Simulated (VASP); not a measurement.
VASP runs on Eu (bcc) share one base input (PBE GGA, plane waves, VASP's PBE PAW potentials (set 64)) and change the settings named in each case.

**INCAR**
```
SYSTEM  =  Eu
EDIFF  =  1E-6   ! SCF stop (eV)
ALGO  =  Normal   ! blocked Davidson
ISIF  =  2   ! forces and stress, cell fixed
GGA  =  PE   ! PBE
ENCUT  =  400   ! plane-wave cut-off (eV)
LASPH  =  .TRUE.   ! aspherical one-centre terms
LREAL  =  .FALSE.   ! projection in real space or not
LWAVE  =  .FALSE.
LCHARG  =  .FALSE.
SIGMA  =  0.1   ! width (eV)
LMAXMIX  =  6   ! l cut-off of mixed one-centre charges
NELM  =  100   ! most electronic steps
ISMEAR  =  1
PREC  =  Accurate
```

### POSCAR
```
Eu
3.9663960
 -0.5773503200   0.5773503200   0.5773503200
  0.5773503200  -0.5773503200   0.5773503200
  0.5773503200   0.5773503200  -0.5773503200
Eu
1
Cart
  0.0000000000   0.0000000000   0.0000000000
```

**KPOINTS**
```
Regular mesh
0
G
 10 10 10
0 0 0
```

POTCAR, in this order: Eu_2 (PBE.64 set). Program: vasp_std.

```json
[
 {"change": "base run", "E(σ→0) (eV/atom)": "-1.8484", "plane waves": "901"},
 {"change": "ENCUT = 150", "E(σ→0) (eV/atom)": "-1.8415", "plane waves": "212"},
 {"change": "ENCUT = 300", "E(σ→0) (eV/atom)": "-1.8482", "plane waves": "586"},
 {"change": "ENCUT = 500", "E(σ→0) (eV/atom)": "-1.8485", "plane waves": "1264"},
 {"change": "ENCUT = 600", "E(σ→0) (eV/atom)": "-1.8484", "plane waves": "1638"},
 {"change": "ENCUT = 650", "E(σ→0) (eV/atom)": "-1.8484", "plane waves": "1865"},
 {"change": "ENCUT = 750", "E(σ→0) (eV/atom)": "-1.8484", "plane waves": "2260"},
 {"change": "ENCUT = 800", "E(σ→0) (eV/atom)": "-1.8484", "plane waves": "2498"}
]
```
 The 4f electrons are frozen in the core of the lanthanide potential, so 4f levels, which can set the real gap, and their magnetism are missing.

Left out are runs that ran out of time, are held back, or changed the cell or the kind of run, fixed moments of cells without a moment, rows past the twelfth, gaps on odd meshes, pressures of charged cells and columns that move by less than the noise.

The compound is Eu in the bcc structure. The cell was not relaxed at this level.
